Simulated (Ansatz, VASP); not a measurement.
## Al2Cl: VASP beside Ansatz

```xyz
3
Lattice="0.0000 3.4757 3.4757 3.4757 0.0000 3.4757 3.4757 3.4757 0.0000" Properties=species:S:1:pos:R:3 pbc="T T T"
Al    1.7378    1.7378    1.7378
Al    5.2135    5.2135    5.2135
Cl    0.0000    0.0000    0.0000
```

Change from the starting cell: species swapped into the Al2Au type (Fm-3m, No. 225).

Alike in both runs: functional PBE; k mesh 12 × 12 × 12; occupations gaussian, width 0.1 eV; no spin polarisation.

Ansatz relaxed the structure, and its values are those at the end. VASP's run is a single point on that final structure, the one shown.

```csv
,VASP,Ansatz
version,VASP 6.6.1,Ansatz 0.2.0
potentials or method,"VASP PAW PBE potentials, release 64 (Al, Cl)","scalar-relativistic, plane waves, PAW"
plane-wave cutoff (eV),520,420
valence electrons in the cell,13,13
```

```csv
,VASP,Ansatz,Ansatz less VASP
gap on the k mesh at the Fermi level (eV),none,none,-
pressure (GPa),0.0,0.0,+0.02
```

A gap of «none» marks a metal or a gap that the smearing closes. The functional is the same, so the differences come from potentials, cutoffs and numerics.

Caveats: an odd number of electrons without spin polarisation forces a metal; a magnetic or distorted state may lie lower.
